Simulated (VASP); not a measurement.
Input:

```
CELL_PARAMETERS angstrom
      0.00000     1.90843     1.90843
      1.90843     0.00000     1.90843
      1.90843     1.90843     0.00000
ATOMIC_POSITIONS crystal
  Rh 0.00000 0.00000 0.00000
```

The numbers are results of PBEsol GGA, VASP's PBE PAW potentials (set 64) (plane waves; VASP), not measurements. Settings: 520 eV cut-off, 16×16×16 Γ-centred mesh, first-order Methfessel-Paxton smearing of 0.10 eV, potentials Rh_pv.

Give the stress tensor in GPa (positive for a compressed cell).

```
-8.06   0.00   0.00
 0.00  -8.06   0.00
 0.00   0.00  -8.06
```
The pressure is its mean diagonal, -8.06 GPa.

The compound is Rh in the fcc structure. This cell is one point of a volume scan, at 1.03 of the reference volume.
